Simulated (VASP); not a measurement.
These are LDA (Ceperley-Alder, Perdew-Zunger), VASP's LDA PAW potentials (set 64) (plane waves; VASP) values and carry that method's errors.

Input for VASP

INCAR:
```
SYSTEM = SrO
PREC = Accurate
ENCUT = 620
EDIFF = 1E-6
NELM = 100
ALGO = Normal
LREAL = .FALSE.
LASPH = .TRUE.
ISMEAR = 0
SIGMA = 0.05
LMAXMIX = 4
LWAVE = .FALSE.
LCHARG = .FALSE.
IBRION = 2
ISIF = 3
NSW = 40
EDIFFG = -0.02
PSTRESS = 50
```

**POSCAR**
```
SrO
1.0
  0.0000000000   2.5013378287   2.5013378287
  2.5013378287   0.0000000000   2.5013378287
  2.5013378287   2.5013378287   0.0000000000
Sr O
1 1
Cartesian
  0.0000000000   0.0000000000   0.0000000000
  2.5013378287   2.5013378287   2.5013378287
```

File KPOINTS:
```
Regular mesh
0
gamma
 9 9 9
0 0 0
```

POTCAR, in this order: Sr_sv O (LDA.64 set). Program: vasp_std.

The resulting files:

File OSZICAR:
```
       N       E                     dE             d eps       ncg     rms          rms(c)
DAV:   1     0.869395487812E+02    0.86940E+02   -0.96791E+03   840   0.150E+03
DAV:   2    -0.117775383978E+02   -0.98717E+02   -0.89915E+02  1136   0.282E+02
DAV:   3    -0.154893189472E+02   -0.37118E+01   -0.36800E+01  1080   0.529E+01
DAV:   4    -0.155821628201E+02   -0.92844E-01   -0.92800E-01  1168   0.749E+00
DAV:   5    -0.155839381143E+02   -0.17753E-02   -0.17752E-02  1068   0.741E-01    0.210E+01
DAV:   6    -0.135463034505E+02    0.20376E+01   -0.98777E+00   964   0.251E+01    0.243E+01
DAV:   7    -0.134127843546E+02    0.13352E+00   -0.55620E-01  1016   0.700E+00    0.140E+01
DAV:   8    -0.133683940363E+02    0.44390E-01   -0.15572E-01   984   0.412E+00    0.114E+00
DAV:   9    -0.133672616310E+02    0.11324E-02   -0.10143E-02  1248   0.869E-01    0.260E-01
DAV:  10    -0.133673464390E+02   -0.84808E-04   -0.69105E-04   968   0.274E-01    0.766E-02
DAV:  11    -0.133673408843E+02    0.55546E-05   -0.12166E-04  1004   0.102E-01    0.195E-02
DAV:  12    -0.133673410607E+02   -0.17635E-06   -0.11330E-05   940   0.351E-02    0.932E-03
DAV:  13    -0.133673410922E+02   -0.31519E-07   -0.76185E-07   544   0.977E-03
   1 F= -.12390539E+02 E0= -.12390539E+02  d E =-.123905E+02
```

**OUTCAR**
```
------------------------ aborting loop because EDIFF is reached ----------------------------------------
  FORCE on cell =-STRESS in cart. coord.  units (eV):
  Direction    XX          YY          ZZ          XY          YZ          ZX
  --------------------------------------------------------------------------------------
  Total        0.9798955      0.9798955      0.9798955      0.0000000      0.0000000      0.0000000
  in kB       50.1583546     50.1583546     50.1583546      0.0000000      0.0000000      0.0000000
  external PRESSURE =       0.1583546 kB  Pullay stress =      50.0000000 kB
  volume of cell :       31.30
      direct lattice vectors                 reciprocal lattice vectors
     0.000000000  2.501337829  2.501337829    -0.199893031  0.199893031  0.199893031
     2.501337829  0.000000000  2.501337829     0.199893031 -0.199893031  0.199893031
     2.501337829  2.501337829  0.000000000     0.199893031  0.199893031 -0.199893031
  FREE ENERGIE OF THE ION-ELECTRON SYSTEM (eV)
  ---------------------------------------------------
  free  energy   TOTEN  =       -13.3673410922 eV

  energy  without entropy=      -13.3673410922  energy(sigma->0) =      -13.36734109
  enthalpy is  TOTEN    =       -12.3905392476 eV   P V=        0.9768018446

 reached required accuracy - stopping structural energy minimisation
```
(Selected blocks of OUTCAR.)

The compound is SrO in the rock salt structure. It was relaxed first under an external pressure of 5 GPa.
